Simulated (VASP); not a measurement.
# A VASP study of HfZrSi2 (PBEsol): structure first, properties next, part 4 of 6

Aim: relax HfZrSi2, then compute properties on the relaxed cell. The cell is invented: it takes the structure of a Materials Project entry for ZrTiC2 (space group 166 there), with some of its atoms replaced by other elements, volume scaled by an estimate. It may not be a known or stable phase. The atoms of the start are displaced at random from the sites of a R-3m cell.

VASP 6.6.1, plane waves and PAW; the level of theory is named at each step.

Still holding for the runs below: Spin-orbit coupling is off here; it can split and shift levels that hold much weight on Hf and Zr by tenths of an eV or more.

So far. Step 5 (Band structure (PBEsol)): There is no gap at this level. Step 6 (Density of states (PBEsol)): The finer mesh and the other smearing move the Fermi level by -0.00 eV from the 8×8×8 run, a small shift, which tests the Fermi level alone. Of the states within 0.3 eV of the Fermi level, the largest shares in the PAW spheres are Zr d 19 %, Hf d 16 % and Si p 14 %. The rest lies in smaller channels or between the spheres.

## Step 7: Band structure (TB-mBJ)

This step: TB-mBJ; plane waves and PAW (Hf_pv, Zr_sv, Si); invented cell (VASP 6.6.1).

The mesh alone shows little of the dispersion and can miss band extrema, so KPOINTS_OPT adds a path through the symmetry points after the self-consistent cycle. TB-mBJ is a local potential fitted to gaps: it costs far less than a hybrid but gives no energy.

INCAR

```
SYSTEM = HfZrSi2
PREC = Accurate
ENCUT = 400
EDIFF = 1E-06
NELM = 150
ISMEAR = 0
SIGMA = 0.05
LREAL = .FALSE.
ALGO = Normal
METAGGA = MBJ
LASPH = .TRUE.
NBANDS = 29
LORBIT = 11
LWAVE = .FALSE.
LCHARG = .FALSE.
KPAR = 2
```

POSCAR

```
HfZrSi2
1.0
    1.8878339069      1.0899414150      6.0931092601
   -1.8878339069      1.0899414150      6.0931092601
    0.0000000000     -2.1798828300      6.0931092601
Hf Zr Si
1 1 2
Direct
    0.0000000000      0.0000000000      0.0000000000
    0.5000000000      0.5000000000      0.5000000000
    0.7491233293      0.7491233293      0.7491233293
    0.2508766707      0.2508766707      0.2508766707
```

KPOINTS

```
Automatic mesh
0
Gamma
8 8 8
0 0 0
```

KPOINTS_OPT

```
Line mode
16
Line-mode
Reciprocal
  0.00000000   0.00000000   0.00000000 GAMMA
  0.50000000   0.00000000   0.00000000 L

  0.50000000   0.00000000   0.00000000 L
  0.50000000   0.18799894  -0.18799894 B1

  0.81200106   0.50000000   0.18799894 B
  0.50000000   0.50000000   0.50000000 Z

  0.50000000   0.50000000   0.50000000 Z
  0.00000000   0.00000000   0.00000000 GAMMA

  0.00000000   0.00000000   0.00000000 GAMMA
  0.34399947   0.00000000  -0.34399947 X

  0.65600053   0.34399947   0.00000000 Q
  0.50000000   0.50000000   0.00000000 F

  0.50000000   0.50000000   0.00000000 F
  0.65600053   0.65600053   0.18799894 P1

  0.65600053   0.65600053   0.18799894 P1
  0.50000000   0.50000000   0.50000000 Z

  0.50000000   0.00000000   0.00000000 L
  0.81200106   0.34399947   0.34399947 P
```

PAW data sets: Hf_pv, Zr_sv and Si (PBE family, release 64).

Launch:

```bash
$ mpirun -np 2 vasp_std
```

Log:

```text
[banner, memory and clock lines left out]
running    2 mpi-ranks, on    1 nodes
 distrk:  each k-point on    1 cores,    2 groups
 distr:  one band on    1 cores,    1 groups

 POSCAR found type information on POSCAR HfZrSi
 POSCAR found :  3 types and       4 ions
 [... a notice as in an earlier step ...]

 LDA part: xc-table for (None), standard interpolation
 POSCAR, INCAR and KPOINTS ok, starting setup
 FFT: planning ... GRIDC
 FFT: planning ... GRID_SOFT
 FFT: planning ... GRID
 WAVECAR not read
 entering main loop
       N       E                     dE             d eps       ncg     rms          rms(c)
DAV:   1     0.114944783936E+04    0.11494E+04   -0.12436E+04  3778   0.790E+02
DAV:   2     0.990522422056E+03   -0.15893E+03   -0.15167E+03  4534   0.235E+02
DAV:   3     0.979351391805E+03   -0.11171E+02   -0.10849E+02  7179   0.393E+01
DAV:   4     0.979073988064E+03   -0.27740E+00   -0.27669E+00  4526   0.579E+00
DAV:   5     0.979070628370E+03   -0.33597E-02   -0.33593E-02  5139   0.560E-01    0.478E+01
DAV:   6     0.979259183150E+03    0.18855E+00   -0.18604E+01  6067   0.199E+01    0.318E+01
DAV:   7     0.980296628046E+03    0.10374E+01   -0.92418E+00  4137   0.190E+01    0.770E+00
DAV:   8     0.981308641223E+03    0.10120E+01   -0.11105E+01  4240   0.140E+01    0.127E+01
DAV:   9     0.981892136228E+03    0.58350E+00   -0.55703E+00  4218   0.990E+00    0.307E+00
DAV:  10     0.982180568113E+03    0.28843E+00   -0.31914E+00  4016   0.778E+00    0.406E+00
DAV:  11     0.982299874056E+03    0.11931E+00   -0.16106E+00  4018   0.535E+00    0.168E+00
DAV:  12     0.982352845360E+03    0.52971E-01   -0.67804E-01  4055   0.359E+00    0.141E+00
DAV:  13     0.982389505232E+03    0.36660E-01   -0.30202E-01  4079   0.235E+00    0.696E-01
DAV:  14     0.982417242964E+03    0.27738E-01   -0.10638E-01  4145   0.141E+00    0.592E-01
DAV:  15     0.982425823574E+03    0.85806E-02   -0.46252E-02  4228   0.919E-01    0.558E-01
DAV:  16     0.982424354135E+03   -0.14694E-02   -0.21299E-02  4275   0.625E-01    0.181E-01
DAV:  17     0.982422937830E+03   -0.14163E-02   -0.87717E-03  4277   0.406E-01    0.290E-01
DAV:  18     0.982425621042E+03    0.26832E-02   -0.39863E-03  4371   0.271E-01    0.272E-02
DAV:  19     0.982425115779E+03   -0.50526E-03   -0.14192E-03  4350   0.164E-01    0.180E-01
DAV:  20     0.982426027976E+03    0.91220E-03   -0.66622E-04  4438   0.111E-01    0.628E-02
DAV:  21     0.982425840503E+03   -0.18747E-03   -0.17244E-04  4338   0.578E-02    0.111E-01
DAV:  22     0.982426106081E+03    0.26558E-03   -0.11956E-04  4570   0.459E-02    0.565E-02
DAV:  23     0.982425897508E+03   -0.20857E-03   -0.30357E-05  4428   0.240E-02    0.707E-02
DAV:  24     0.982425899375E+03    0.18671E-05   -0.27072E-05  4519   0.215E-02    0.443E-02
DAV:  25     0.982425836895E+03   -0.62480E-04   -0.56723E-06  4503   0.107E-02    0.430E-02
DAV:  26     0.982425823574E+03   -0.13320E-04   -0.60701E-06  3997   0.102E-02    0.285E-02
DAV:  27     0.982425816888E+03   -0.66868E-05   -0.54655E-06  4183   0.116E-02    0.173E-02
DAV:  28     0.982425796184E+03   -0.20704E-04   -0.20910E-06  4206   0.563E-03    0.160E-02
DAV:  29     0.982425819148E+03    0.22964E-04   -0.20831E-06  3857   0.601E-03    0.894E-03
DAV:  30     0.982425820811E+03    0.16627E-05   -0.77654E-07  3497   0.444E-03    0.573E-03
DAV:  31     0.982425825663E+03    0.48528E-05   -0.16549E-07  2675   0.166E-03    0.492E-03
DAV:  32     0.982425833239E+03    0.75755E-05   -0.76196E-08  2580   0.123E-03    0.377E-03
DAV:  33     0.982425849678E+03    0.16439E-04   -0.16528E-07  2590   0.204E-03    0.172E-03
DAV:  34     0.982425844742E+03   -0.49360E-05   -0.12541E-07  2590   0.168E-03    0.441E-04
DAV:  35     0.982425844872E+03    0.13064E-06   -0.46107E-08  2510   0.844E-04
   1 F= 0.98242584E+03 E0= 0.98242655E+03  d E =-.141084E-02
 Start KPOINTS_OPT (optional k-point list driver)
k-point batch [1-65\144]
       N       E                     dE             ncg
DAV:   1    -0.717427556718E+04   -0.39558E+05     3778
DAV:   2    -0.176710738289E+05   -0.10497E+05     4522
DAV:   3    -0.182917097909E+05   -0.62064E+03     6654
DAV:   4    -0.183089757339E+05   -0.17266E+02     4802
DAV:   5    -0.183093480777E+05   -0.37234E+00     5415
DAV:   6    -0.183093506211E+05   -0.25434E-02     4846
DAV:   7    -0.183093506541E+05   -0.32964E-04     5194
DAV:   8    -0.183093506544E+05   -0.35229E-06     3475
[...]
k-point batch [131-144\144]
       N       E                     dE             ncg
DAV:   1     0.384164721727E+05   -0.13852E+05      812
DAV:   2     0.361463688995E+05   -0.22701E+04      996
DAV:   3     0.360145021764E+05   -0.13187E+03     1379
DAV:   4     0.360096866375E+05   -0.48155E+01     1055
DAV:   5     0.360096090569E+05   -0.77581E-01     1162
DAV:   6     0.360096086409E+05   -0.41602E-03     1062
DAV:   7     0.360096086348E+05   -0.61162E-05     1127
DAV:   8     0.360096086347E+05   -0.71683E-07      785
```

It took 4 min on 2 MPI ranks of Intel Xeon 6975P-C (Granite Rapids), shared host; peak memory 0.73 GiB.

From OUTCAR (step 7):

```text
   NELECT =      30.0000    total number of electrons

 E-fermi :   7.3476

 k-point     1 :       0.0000    0.0000    0.0000
  band No.  band energies     occupation
    ...
      8      -2.7702      2.00000
      9       0.5668      2.00000
     10       2.1474      2.00000
     11       5.0172      2.00000
     12       5.0172      2.00000
     13       7.4476      0.00464
     14       7.4476      0.00464
     15       7.5746      0.00000
     16       8.0986      0.00000
     17       8.0986      0.00000
    ...

  Total       12.1641933     12.1641933     12.2071757     -0.0000000     -0.0000000      0.0000000
  in kB      259.0817025    259.0817028    259.9971724     -0.0000000     -0.0000000      0.0000000
  external PRESSURE =     259.3868592 kB  Pullay stress =       0.0000000 kB

 POSITION                                       TOTAL-FORCE (eV/Angst)
 -----------------------------------------------------------------------------------
      0.00000      0.00000      0.00000        -0.000000      0.000000      0.000000
      0.00000      0.00000      9.13966         0.000000     -0.000000      0.000000
      0.00000      0.00000     13.69347         0.000000      0.000000     -0.044381
      0.00000      0.00000      4.58586         0.000000      0.000000      0.044381
 -----------------------------------------------------------------------------------
    total drift:                               -0.000000     -0.000000     -0.000000

  FREE ENERGIE OF THE ION-ELECTRON SYSTEM (eV)
  ---------------------------------------------------
  free  energy   TOTEN  =       982.4258448722 eV

  energy  without entropy=      982.4272557123  energy(sigma->0) =      982.42655029

[... 8 parts as in an earlier step ...]

[... 9 further parts left out ...]
```

This functional is a potential without an energy, so its energies, forces and stress mean nothing and are not read.

This step gave:

| Quantity | Value |
| --- | --- |
| SCF cycles | 35 |
| irreducible k-points | 65 |
| Fermi energy | 7.348 eV |

The electronic bands at the labelled points (eV, zero at the Fermi level; # counts the bands kept in this run, so #1 is VASP's band 8):

```tsv
point	#5	#6	#7	#8	#9	#10	#11	#12
Γ	-2.33	0.10	0.10	0.23	0.75	0.75	2.35	2.35
0.47 of the way	-2.01	-1.96	-1.16	-0.68	0.43	1.27	2.23	2.68
L	-2.58	-2.36	-1.53	-1.36	1.01	1.12	2.81	3.44
0.53 of the way	-2.61	-2.59	-1.88	-1.85	1.96	2.08	2.47	2.71
B1	-2.74	-2.64	-1.67	-1.62	1.30	1.61	2.73	3.07
jump to B	-2.74	-2.64	-1.67	-1.62	1.30	1.61	2.73	3.07
0.47 of the way	-2.04	-1.96	-1.34	-1.23	0.76	0.79	2.38	2.49
Z	-1.43	-1.43	-1.37	-1.37	1.07	1.07	1.45	1.45
0.47 of the way	-2.06	-0.68	-0.41	-0.41	0.52	0.52	2.29	2.29
Γ	-2.33	0.10	0.10	0.23	0.75	0.75	2.35	2.35
0.53 of the way	-2.67	-1.99	-1.81	-1.65	1.11	2.02	2.19	2.56
X	-2.82	-2.60	-1.85	-1.53	1.21	2.05	2.49	2.95
jump to Q	-2.82	-2.60	-1.85	-1.53	1.21	2.05	2.49	2.95
0.47 of the way	-2.55	-2.41	-2.02	-0.67	0.26	2.54	2.63	3.39
F	-2.29	-2.20	-1.93	0.21	0.34	1.91	2.84	2.96
0.47 of the way	-2.28	-2.21	-1.93	0.14	0.31	1.96	2.84	2.91
P1	-2.26	-2.21	-1.95	-0.07	0.26	2.12	2.76	2.84
0.47 of the way	-1.96	-1.92	-1.52	-0.52	0.08	1.38	1.78	2.44
Z	-1.43	-1.43	-1.37	-1.37	1.07	1.07	1.45	1.45
jump to L	-2.58	-2.36	-1.53	-1.36	1.01	1.12	2.81	3.44
0.47 of the way	-2.45	-2.25	-1.91	-0.83	0.46	1.91	2.72	3.22
P	-2.26	-2.21	-1.95	-0.07	0.26	2.12	2.76	2.84
```

Of the projections kept (Hf, Zr, Si), the largest for each band there, as a share of the weight inside these atoms' spheres; weight between the spheres isn't counted:

```tsv
point	#5	#6	#7	#8	#9	#10	#11	#12
Γ	Zr 0.35	Zr 0.57	Zr 0.57	Zr 0.56	Zr 0.52	Zr 0.52	Si 0.86	Si 0.86
L	Zr 0.48	Hf 0.55	Zr 0.58	Hf 0.61	Zr 0.77	Hf 0.80	Zr 0.99	Zr 0.96
B1	Hf 0.49	Zr 0.39	Zr 0.36	Hf 0.38	Hf 0.53	Zr 0.68	Zr 0.82	Hf 0.76
B	Hf 0.49	Zr 0.39	Zr 0.36	Hf 0.38	Hf 0.53	Zr 0.68	Zr 0.82	Hf 0.76
Z	Zr 0.72	Zr 0.72	Hf 0.71	Hf 0.71	Zr 0.98	Zr 0.98	Hf 0.99	Hf 0.99
Γ	Zr 0.35	Zr 0.57	Zr 0.57	Zr 0.56	Zr 0.52	Zr 0.52	Si 0.86	Si 0.86
```

There is no gap at this level.

(Continued in part 5 of 6.)

[Lines on the potential files, build, host, timing and source positions are cut from VASP's logs without a mark.]

[Logs are printed without paths, hosts, clocks, repeated set-up lines and the standing remarks that a program may print on its own settings, such as how far it seeks lower states.]

[Hosts, paths, dates, database ids (printed as entryN), source tags and the programs' standing remarks are cut or masked in the printed files.]

[A measured line is paired with the nearest computed mode of its activity, which favours agreement.]

[In band tables of VASP the shares of atoms and orbitals are scaled to a sum of 1 inside the atoms' spheres.]
